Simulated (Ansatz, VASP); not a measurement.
Two plane-wave programs on CsTlH2

Contents of INCAR:

```
ALGO = Normal
EDIFF = 1E-7
EDIFFG = -0.01
ENCUT = 600
GGA = PE
IBRION = 2
ISIF = 3
ISMEAR = 0
LASPH = True
LCHARG = False
LREAL = False
LWAVE = False
NELM = 100
NSW = 100
PREC = Accurate
SIGMA = 0.1
```

KPOINTS

```
k-points
0
Gamma
  8 8 10
```

POSCAR

```
CsTlH2
1.0
    5.4450000000      0.0000000000      0.0000000000
    0.0000000000      5.4450000000      0.0000000000
    0.0000000000      0.0000000000      4.5102633000
Cs Tl H
1 1 2
Direct
    0.5000000000      0.5000000000      0.5000000000
    0.0000000000      0.0000000000      0.0000000000
    0.5000000000      0.0000000000      0.0000000000
    0.0000000000      0.5000000000      0.0000000000
```

Input for Ansatz:

```yaml
crystal:
  lattice:
    - [5.445, 0.0, 0.0]
    - [0.0, 5.445, 0.0]
    - [0.0, 0.0, 4.5102633]
  atoms:
    - { symbol: Cs, position: [0.5, 0.5, 0.5] }
    - { symbol: Tl, position: [0.0, 0.0, 0.0] }
    - { symbol: H, position: [0.5, 0.0, 0.0] }
    - { symbol: H, position: [0.0, 0.5, 0.0] }
basis:
  ecutwfc: 420
kpoints:
  mp_grid: { grid: [8, 8, 10] }
hamiltonian:
  xc: pbe
scf:
  occupations: { method: gaussian, width: 0.1 }
output:
  forces: true
  stress: true
  eigenvalues: true
  write_density: true
  write_potential: true
  elf: true
  volumetric_format: npy
relax:
  adjacent_minimum: "off"
  f_tol: 0.01
  max_steps: 80
  cell: { stress_tol: 0.05 }
```

Alike in both runs: task relaxation of cell and atoms; functional PBE; k mesh 8 × 8 × 10; occupations gaussian, width 0.1 eV; no spin polarisation.

```csv
,VASP,Ansatz
version,VASP 6.6.1,Ansatz 0.2.0
potentials or method,"VASP PAW PBE potentials, release 64 (Cs_sv, Tl_d, H)","scalar-relativistic, plane waves, PAW"
plane-wave cutoff (eV),600,420
valence electrons in the cell,24,24
```

VASP gave:

- gap on the k mesh at the Fermi level, each at its own relaxed structure (eV): none
- relaxed volume (Å³/atom): 23.21
- relaxed cell length with the largest relative difference (Å): 4.844
- energy change over the relaxation (meV/atom): -88

Problem. What did Ansatz give for the same quantities?

Solution. gap on the k mesh at the Fermi level, each at its own relaxed structure (eV): none; relaxed volume (Å³/atom): 23.10; relaxed cell length with the largest relative difference (Å): 4.835; energy change over the relaxation (meV/atom): -90.

A gap of «none» marks a metal or a gap that the smearing closes.

Caveats: the volume moved by over 15 % at a fixed basis, so the end points are rough (VASP). The runs have no spin-orbit coupling, so splittings on Cs, Tl are missing.
